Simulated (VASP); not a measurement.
# Zr3PdSe4 (P-6m2) in VASP: further runs

One crystal, Zr3PdSe4, is run at these levels: PBE; tasks: relaxation of cell and atoms.

All numbers are computed with VASP 6.6.1; they aren't measurements. Logs are shortened: lines on timing, memory, paths and dates and some standing lists are left out, and cuts for length are marked.

### 1 Starting point

The structure is hexagonal, space group P-6m2 (No. 187). Conventional cell: a = 7.400 Å, b = 7.400 Å, c = 3.590 Å, α = 90.00°, β = 90.00°, γ = 120.00°. Around Zr (site symmetry mm2) lie 6 Se at 2.79 Å. Around Pd (site symmetry -6m2) lie 6 Se at 2.79 Å. Se (site symmetry mm2) has 4 Zr at 2.79 Å and 2 Pd at 2.79 Å as nearest neighbours. Se (site symmetry -6m2) has 6 Zr at 2.79 Å as nearest neighbours.

The cell was built by a generator and needn't be a form met in nature.

### 2 Relaxation of cell and atoms, PBE

INCAR reads:

```
ALGO = Fast ; EDIFF = 1E-4
EDIFFG = -0.08 ; ENCUT = 520
GGA = PE ; IBRION = 2
ISIF = 3 ; ISMEAR = 0
LASPH = True ; LCHARG = False
LREAL = False ; LWAVE = False
NELM = 60 ; NSW = 24
PREC = Normal ; SIGMA = 0.15
```

KPOINTS reads:

```
k-points
0
Gamma
  2 2 4
```

POSCAR reads:

```
Zr3PdSe4
1.0
    7.4000000000      0.0000000000      0.0000000000
   -3.7000000000      6.4085879900      0.0000000000
    0.0000000000      0.0000000000      3.5900000000
Zr Pd Se
3 1 4
Direct
    0.0000000000      0.5000000000      0.0000000000
    0.5000000000      0.0000000000      0.0000000000
    0.5000000000      0.5000000000      0.0000000000
    0.0000000000      0.0000000000      0.0000000000
    0.1666667000      0.8333333000      0.5000000000
    0.1666667000      0.3333334000      0.5000000000
    0.6666666700      0.3333333300      0.5000000000
    0.6666666000      0.8333333000      0.5000000000
```

Potentials or basis: VASP PAW PBE potentials, release 64 (Zr_sv, Pd, Se).

Command:

```sh
cat potpaw_PBE.64/Zr_sv/POTCAR potpaw_PBE.64/Pd/POTCAR potpaw_PBE.64/Se/POTCAR > POTCAR
mpirun -np 1 vasp_std > vasp.out
```

OUTCAR:

```text
EDIFF = 1E-4
   EDIFFG = -0.08
   ENCUT = 520
   GGA = PE
   IBRION = 2
   ISIF = 3
   ISMEAR = 0
   LASPH = True
   LREAL = False
   NELM = 60
   NSW = 24
   PREC = Normal

 ion  position               nearest neighbor table
   1  0.000  0.500  0.000-   6 2.79   6 2.79   5 2.79   5 2.79   7 2.79   7 2.79   3 3.70   3 3.70
                             2 3.70   2 3.70
   2  0.500  0.000  0.000-   5 2.79   8 2.79   5 2.79   8 2.79   7 2.79   7 2.79   1 3.70   3 3.70
                             3 3.70   1 3.70
   3  0.500  0.500  0.000-   6 2.79   6 2.79   8 2.79   8 2.79   7 2.79   7 2.79   1 3.70   1 3.70
                             2 3.70   2 3.70
   4  0.000  0.000  0.000-   5 2.79   8 2.79   5 2.79   8 2.79   6 2.79   6 2.79
   5  0.167  0.833  0.500-   2 2.79   2 2.79   1 2.79   1 2.79   4 2.79   4 2.79
   6  0.167  0.333  0.500-   1 2.79   3 2.79   1 2.79   3 2.79   4 2.79   4 2.79
   7  0.667  0.333  0.500-   1 2.79   1 2.79   2 2.79   2 2.79   3 2.79   3 2.79
   8  0.667  0.833  0.500-   2 2.79   2 2.79   3 2.79   3 2.79   4 2.79   4 2.79

  LATTYP: Found a hexagonal cell.
 ALAT       =     7.4000000000
 C/A-ratio  =     0.4851351351

  Lattice vectors:

 A1 = (   7.4000000000,   0.0000000000,   0.0000000000)
 A2 = (  -3.7000000000,   6.4085879900,   0.0000000000)
 A3 = (   0.0000000000,   0.0000000000,   3.5900000000)

Analysis of symmetry for initial positions (statically):
=====================================================================
 Subroutine PRICEL returns:
 Original cell was already a primitive cell.

 Routine SETGRP: Setting up the symmetry group for a
 hexagonal supercell.

 Subroutine GETGRP returns: Found 12 space group operations
 (whereof 12 operations were pure point group operations)
 out of a pool of 24 trial point group operations.

The static configuration has the point symmetry D_3h.

Analysis of symmetry for dynamics (positions and initial velocities):
=====================================================================
 Subroutine PRICEL returns:
 Original cell was already a primitive cell.

 Routine SETGRP: Setting up the symmetry group for a
 hexagonal supercell.

 Subroutine GETGRP returns: Found 12 space group operations
 (whereof 12 operations were pure point group operations)
 out of a pool of 24 trial point group operations.

The dynamic configuration has the point symmetry D_3h.

 Subroutine INISYM returns: Found 12 space group operations
 (whereof 12 operations are pure point group operations),
 and found     1 'primitive' translations

----------------------------------------------------------------------------------------

                                     Primitive cell

  volume of cell :     170.2505

  direct lattice vectors                    reciprocal lattice vectors
     7.400000000  0.000000000  0.000000000     0.135135135  0.078020307  0.000000000
    -3.700000000  6.408587990  0.000000000     0.000000000  0.156040613  0.000000000
     0.000000000  0.000000000  3.590000000     0.000000000  0.000000000  0.278551532

  length of vectors
     7.400000000  7.400000002  3.590000000     0.156040613  0.156040613  0.278551532

  position of ions in fractional coordinates (direct lattice)
     0.000000000  0.500000000  0.000000000
     0.500000000  0.000000000  0.000000000
     0.500000000  0.500000000  0.000000000
     0.000000000  0.000000000  0.000000000
     0.166666700  0.833333300  0.500000000
     0.166666700  0.333333400  0.500000000
     0.666666670  0.333333330  0.500000000
     0.666666600  0.833333300  0.500000000

  ion indices of the primitive-cell ions
   primitive index   ion index
                 1           1
                 2           2
                 3           3
                 4           4
                 5           5
                 6           6
                 7           7
                 8           8

----------------------------------------------------------------------------------------

 KPOINTS: k-points

Automatic generation of k-mesh.
 Grid dimensions read from file:
 generate k-points for:    2    2    4

 Generating k-lattice:

  Cartesian coordinates                     Fractional coordinates (reciprocal lattice)
     0.067567568  0.039010153  0.000000000     0.500000000  0.000000000  0.000000000
     0.000000000  0.078020307  0.000000000     0.000000000  0.500000000  0.000000000
     0.000000000  0.000000000  0.069637883     0.000000000  0.000000000  0.250000000

  Length of vectors
     0.078020307  0.078020307  0.069637883

  Shift w.r.t. Gamma in fractional coordinates (k-lattice)
     0.000000000  0.000000000  0.000000000

 Subroutine IBZKPT returns following result:
 ===========================================

 Found      6 irreducible k-points:

 Following reciprocal coordinates:
            Coordinates               Weight
  0.000000  0.000000  0.000000      1.000000
  0.500000  0.000000  0.000000      3.000000
  0.000000  0.000000  0.250000      2.000000
  0.500000  0.000000  0.250000      6.000000
  0.000000  0.000000  0.500000      1.000000
  0.500000  0.000000  0.500000      3.000000
   k-points           NKPTS =      6   k-points in BZ     NKDIM =      6   number of bands    NBANDS=     42
   number of dos      NEDOS =    301   number of ions     NIONS =      8
   total plane-waves  NPLWV =  35280
   dimension x,y,z NGX =    42 NGY =   42 NGZ =   20
   dimension x,y,z NGXF=    84 NGYF=   84 NGZF=   40
   ions per type =               3   1   4
   NGX,Y,Z   is equivalent  to a cutoff of   9.44,  9.44,  9.26 a.u.
   NGXF,Y,Z  is equivalent  to a cutoff of  18.87, 18.87, 18.52 a.u.
 SYSTEM =  unknown system
   PREC   = normal    normal or accurate (medium, high low for compatibility)
   ISTART =      0    job   : 0-new  1-cont  2-samecut
   ICHARG =      2    charge: 1-file 2-atom 10-const
   ISPIN  =      1    spin polarized calculation?
   LNONCOLLINEAR =      F non collinear calculations
   LSORBIT =      F    spin-orbit coupling
   LASPH  =      T    aspherical Exc in radial PAW
   ENCUT  =  520.0 eV  38.22 Ry    6.18 a.u.  13.76 13.76  6.68*2*pi/ulx,y,z
   NELM   =     60;   NELMIN=  2; NELMDL= -5     # of ELM steps
   EDIFF  = 0.1E-03   stopping-criterion for ELM
   LREAL  =      F    real-space projection
   EDIFFG = -.8E-01   stopping-criterion for IOM
   NSW    =     24    number of steps for IOM
   IBRION =      2    ionic relax: 0-MD 1-quasi-New 2-CG
   NFREE  =      1    steps in history (QN), initial steepest desc. (CG)
   ISIF   =      3    stress and relaxation
   ISYM   =      2    0-nonsym 1-usesym 2-fastsym
   POTIM  = 0.5000    time-step for ionic-motion
   TEBEG  =    0.0;   TEEND  =   0.0 temperature during run
   PSTRESS=    0.0 pullay stress
   NELECT =      70.0000    total number of electrons
   NUPDOWN=      -1.0000    fix difference up-down
   EMIN   =  10.00;   EMAX   =-10.00  energy-range for DOS
   EFERMI =   0.00;   METHOD = LEGACY
   ISMEAR =     0;   SIGMA  =   0.15  broadening in eV -4-tet -1-fermi 0-gaus
   EFERMI_NEDOS =   21; number of points for ismear=-14 and -15
   IALGO  =     68    algorithm
   IMIX   =      4    mixing-type and parameters
     AMIX     =   0.40;   BMIX     =  1.00
     AMIX_MAG =   1.60;   BMIX_MAG =  1.00
  volume/ion in A,a.u.               =      21.28       143.61
  Fermi-wavevector in a.u.,A,eV,Ry     =   1.217338  2.300436 20.162649  1.481913
  Thomas-Fermi vector in A             =   2.352662
   LORBIT       =      0    0 simple, 1 ext, 2 COOP (PROOUT), +10 PAW based schemes
   GGA     = PE    functional components
   LHFCALC =     F    Hartree Fock is set to
   AEXX    =    0.0000 exact exchange contribution
   IVDW    =     0    specifies the selected vdW correction
   LEPSILON=     F    determine dielectric tensor
   LRPA    =     F    only Hartree local field effects (RPA)
 conjugate gradient relaxation of ions
 non-spin polarized calculation
 RMM-DIIS sequential band-by-band and
 Gauss-broadening in eV      SIGMA  =   0.15
  energy-cutoff  :      520.00
  volume of cell :      170.25
 maximum number of plane-waves:      4618
   NGX = 27   NGY = 27   NGZ = 13

--------------------------------------- Ionic step        1  -------------------------------------------

 number of electron      69.9999975 magnetization

 Free energy of the ion-electron system (eV)
  ---------------------------------------------------
  ext. energy  EPLUGINS =         0.00000000
  ---------------------------------------------------
  free energy    TOTEN  =       -52.74671403 eV

  energy without entropy =      -52.64296973  energy(sigma->0) =      -52.69484188

------------------------ aborting loop because EDIFF is reached ----------------------------------------

  FORCE on cell =-STRESS in cart. coord.  units (eV):
  Direction    XX          YY          ZZ          XY          YZ          ZX
  --------------------------------------------------------------------------------------
  -------------------------------------------------------------------------------------
  Total       -5.1744171     -5.1744171     -3.0670982      0.0000000      0.0000000     -0.0000000
  in kB      -48.6949023    -48.6949023    -28.8635499      0.0000000      0.0000000     -0.0000000
  external PRESSURE =     -42.0844515 kB  Pullay stress =       0.0000000 kB
[... 107 lines left out ...]
  FREE ENERGIE OF THE ION-ELECTRON SYSTEM (eV)
  ---------------------------------------------------
  free  energy   TOTEN  =       -52.8982170550 eV

  energy  without entropy=      -52.7940546694  energy(sigma->0) =      -52.84613586

[... ionic steps 4 to 7 ...]

--------------------------------------- Ionic step        8  -------------------------------------------

 number of electron      70.0000055 magnetization

------------------------ aborting loop because EDIFF is reached ----------------------------------------

  FORCE on cell =-STRESS in cart. coord.  units (eV):
  Direction    XX          YY          ZZ          XY          YZ          ZX
  --------------------------------------------------------------------------------------
  -------------------------------------------------------------------------------------
  Total       -0.2687218     -0.2687218     -1.4789660      0.0000000     -0.0000000     -0.0000000
  in kB       -2.6270792     -2.6270793    -14.4586761      0.0000000     -0.0000000     -0.0000000
  external PRESSURE =      -6.5709449 kB  Pullay stress =       0.0000000 kB
[... 69 lines left out ...]
  energy  without entropy=      -52.9709245036  energy(sigma->0) =      -53.01499065

--------------------------------------- Ionic step       10  -------------------------------------------

 number of electron      70.0000053 magnetization

 Free energy of the ion-electron system (eV)
  ---------------------------------------------------
  ext. energy  EPLUGINS =         0.00000000
  ---------------------------------------------------
  free energy    TOTEN  =       -53.06927316 eV

  energy without entropy =      -52.98531431  energy(sigma->0) =      -53.02729373

 E-fermi :   8.0719     XC(G=0): -10.9340

 val. band max:        8.0144902342   @ k =   0.5000   0.0000   0.0000
 cond. band min:       8.1340725567   @ k =   0.5000   0.0000   0.5000
 fundamental gap:      0.1195823225
 Fermi energy:         8.0719008205

 k-point     1 :       0.0000    0.0000    0.0000
  band No.  band energies     occupation
      1     -41.5590      2.00000
      2     -41.5345      2.00000
      3     -41.5345      2.00000
      4     -19.7733      2.00000
      5     -19.7733      2.00000
      6     -19.6596      2.00000
[... 294 lines left out ...]
  FREE ENERGIE OF THE ION-ELECTRON SYSTEM (eV)
  ---------------------------------------------------
  free  energy   TOTEN  =       -53.0692731554 eV

  energy  without entropy=      -52.9853143118  energy(sigma->0) =      -53.02729373

 reached required accuracy - stopping structural energy minimisation
```

Wall time 4.7 min (1 thread of Intel Xeon Platinum 8259CL at 2.50GHz (Skylake/Cascade Lake), shared host); peak memory 0.22 GiB.

What came out:

```yaml
Free_energy: -53.0693 eV
Relaxed_volume: 20.48 Å³/atom
Relaxed_cell: a = 7.188 Å, b = 7.188 Å, c = 3.661 Å, α = 90.00°, β = 90.00°, γ = 120.00°
Space_group_after_relaxing_to_0.05_Å: P-6m2 (No. 187)
Energy_gained_by_relaxing: 40.3 meV/atom
Ionic_steps: 10
Pressure_after_relaxing: -0.3 GPa
Largest_force_after_relaxing: 0.006 eV/Å
Band_gap_on_the_k_mesh: none (metal or under the smearing width)
```

Forces in eV/Å, atoms in the order of the input:
```
Zr  -0.001  0.000  0.000
Zr   0.000  0.001  0.000
Zr   0.001  0.000  0.000
Pd   0.000  0.000  0.000
Se  -0.005  0.003  0.000
Se   0.000 -0.006  0.000
Se   0.000  0.000  0.000
Se   0.005  0.003  0.000
```

Step by step:
| step | energy change (eV) | largest force (eV/Å) | pressure (GPa) | volume (Å³) |
| --- | --- | --- | --- | --- |
| 1 | 0.0000 | 0.6745 | -4.21 | 170.25 |
| 2 | -0.1036 | 0.4630 | 4.37 | 156.84 |
| 3 | -0.1515 | 0.5472 | 0.95 | 161.46 |
| 4 | -0.2331 | 0.5009 | 0.76 | 161.44 |
| 5 | -0.2719 | 0.2597 | 0.90 | 161.18 |
| 6 | -0.2930 | 0.2407 | 0.68 | 161.32 |
| 7 | -0.2935 | 0.2175 | 0.70 | 161.31 |
| 8 | -0.3121 | 0.1586 | -0.66 | 163.89 |
| 9 | -0.3123 | 0.1438 | -0.94 | 164.40 |
| 10 | -0.3226 | 0.0062 | -0.26 | 163.81 |

Final structure:
```yaml
crystal:
  lattice:
    - [7.18834, 0.00000, 0.00000]
    - [-3.59417, 6.22529, 0.00000]
    - [0.00000, 0.00000, 3.66054]
  atoms:
    - { symbol: Zr, position: [0.02270, 0.51135, 0.00000] }
    - { symbol: Zr, position: [0.48865, 0.97730, 0.00000] }
    - { symbol: Zr, position: [0.48865, 0.51135, 0.00000] }
    - { symbol: Pd, position: [0.00000, 0.00000, 0.00000] }
    - { symbol: Se, position: [0.16642, 0.83358, 0.50000] }
    - { symbol: Se, position: [0.16642, 0.33283, 0.50000] }
    - { symbol: Se, position: [0.66667, 0.33333, 0.50000] }
    - { symbol: Se, position: [0.66717, 0.83358, 0.50000] }
```

Caveat: the k mesh is coarse (spacing up to 0.49 Å⁻¹), so the values aren't converged; the relaxation stopped at a loose force limit of 0.08 eV/Å, so its end isn't a converged minimum.

### 3 Relaxation of cell and atoms, PBE

This run uses another cell than the first one, of 21.98 Å³/atom, 1.033 times its volume.

INCAR is that of step 2.

KPOINTS reads:

```
k-points
0
Gamma
  3 3 2
```

POSCAR reads:

```
Zr3PdSe4
1.0
    4.8590297500      0.0000000000      0.0000000000
    0.0000000000      4.8590297500      0.0000000000
    0.0000000000      0.0000000000      7.4489874400
Zr Pd Se
3 1 4
Direct
    0.5000000000      0.5000000000      0.6312179400
    0.5000000000      0.5000000000      0.3687820600
    0.5000000000      0.5000000000      0.0000000000
    0.0000000000      0.0000000000      0.5000000000
    0.0000000000      0.0000000000      0.8092221400
    0.0000000000      0.0000000000      0.1907778600
    0.0000000000      0.5000000000      0.5000000000
    0.5000000000      0.0000000000      0.5000000000
```

Potentials or basis: VASP PAW PBE potentials, release 64 (Zr_sv, Pd, Se).

Command:

```sh
cat potpaw_PBE.64/Zr_sv/POTCAR potpaw_PBE.64/Pd/POTCAR potpaw_PBE.64/Se/POTCAR > POTCAR
mpirun -np 1 vasp_std > vasp.out
```

Run time: 12 min. Hardware: 1 thread of Intel Xeon Platinum 8259CL at 2.50GHz (Skylake/Cascade Lake), shared host; peak memory 0.22 GiB.

It converged, with:

- Free energy: -45.0978 eV
- Relaxed volume: 24.42 Å³/atom
- Relaxed cell: a = 4.701 Å, b = 4.701 Å, c = 8.840 Å, α = 90.00°, β = 90.00°, γ = 90.00°
- Space group after relaxing (to 0.05 Å): P4/mmm (No. 123)
- Energy gained by relaxing: 916.4 meV/atom
- Ionic steps: 15
- Pressure after relaxing: 0.2 GPa
- Largest force after relaxing: 0.078 eV/Å
- Band gap on the k mesh: none (metal or under the smearing width)

Forces in eV/Å, atoms in the order of the input:
```
Zr   0.000  0.000  0.078
Zr   0.000  0.000 -0.078
Zr   0.000  0.000  0.000
Pd   0.000  0.000  0.000
Se   0.000  0.000 -0.017
Se   0.000  0.000  0.017
Se   0.000  0.000  0.000
Se   0.000  0.000  0.000
```

Stress tensor (GPa, compression positive):
```
0.13 0.00 0.00
0.00 0.13 0.00
0.00 0.00 0.24
```

The path:
```csv
step,energy change (eV),largest force (eV/Å),pressure (GPa),volume (Å³)
1,0.0000,17.0884,26.37,175.87
2,-1.3986,1.4750,-11.60,279.27
3,-3.2914,1.5483,-10.75,257.76
4,-4.5562,1.4199,-10.00,242.62
5,-6.4549,1.4721,-2.86,207.98
6,-6.4566,0.8036,0.08,200.31
7,-6.4878,1.1707,-1.74,204.36
8,-7.2113,0.4604,-1.12,198.93
9,-7.2904,0.4253,-0.19,196.40
10,-7.3064,0.3531,0.05,195.59
11,-7.3218,0.2276,0.95,193.36
12,-7.3289,0.1756,0.50,194.35
13,-7.3305,0.1365,0.23,195.09
14,-7.3305,0.1370,0.18,195.16
15,-7.3315,0.0784,0.17,195.34
```

Final structure:
```xyz
8
Lattice="4.7009 0.0000 0.0000 0.0000 4.7009 0.0000 0.0000 0.0000 8.8395" Properties=species:S:1:pos:R:3 pbc="T T T"
Zr    2.3505    2.3505    5.9610
Zr    2.3505    2.3505    2.8785
Zr    2.3505    2.3505    0.0000
Pd    4.7009    0.0000    4.4198
Se    0.0000    0.0000    7.3231
Se    0.0000    0.0000    1.5164
Se    4.7009    2.3505    4.4198
Se    2.3505    0.0000    4.4198
```

Levels at points of the mesh, in eV from the Fermi level:
```
           k point  band 31  band 32  band 33  band 34  band 35  band 36  band 37  band 38  band 39  band 40
(0.00, 0.00, 0.00)    -2.15    -2.15    -1.92    -0.58    -0.51    -0.35     0.12     0.44     0.44     0.46
(0.00, 0.00, 0.50)    -1.86    -1.86    -1.61    -1.39    -0.29     0.07     0.20     0.31     0.58     0.77
```

Caveat: the k mesh is coarse (spacing up to 0.43 Å⁻¹), so the values aren't converged; the relaxation stopped at a loose force limit of 0.08 eV/Å, so its end isn't a converged minimum.
